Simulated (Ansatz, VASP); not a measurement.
**Two plane-wave programs on CaPd4**

```xyz
5
Lattice="4.8264 0.0000 0.0000 0.0000 4.8264 0.0000 0.0000 0.0000 4.8264" Properties=species:S:1:pos:R:3 pbc="T T T"
Ca    2.4132    2.4132    2.4132
Pd    0.0000    2.4132    2.4132
Pd    2.4132    0.0000    2.4132
Pd    2.4132    2.4132    0.0000
Pd    0.0000    0.0000    0.0000
```

Alike in both runs: functional PBE; k mesh 8 × 8 × 8; occupations gaussian, width 0.1 eV; no spin polarisation.

Ansatz relaxed the structure, and its values are those at the end. VASP's run is a single point on that final structure, the one shown.

|  | VASP | Ansatz |
| --- | --- | --- |
| version | VASP 6.6.1 | Ansatz 0.2.0 |
| potentials or method | VASP PAW PBE potentials, release 64 (Ca_sv, Pd) | scalar-relativistic, plane waves, PAW |
| plane-wave cutoff (eV) | 520 | 420 |
| valence electrons in the cell | 50 | 82 |

|  | VASP | Ansatz | Ansatz less VASP |
| --- | --- | --- | --- |
| gap on the k mesh at the Fermi level (eV) | none | none | - |
| pressure (GPa) | 0.3 | 0.0 | -0.34 |

A gap of «none» marks a metal or a gap that the smearing closes. The two sets of potentials don't hold the same shells in valence.
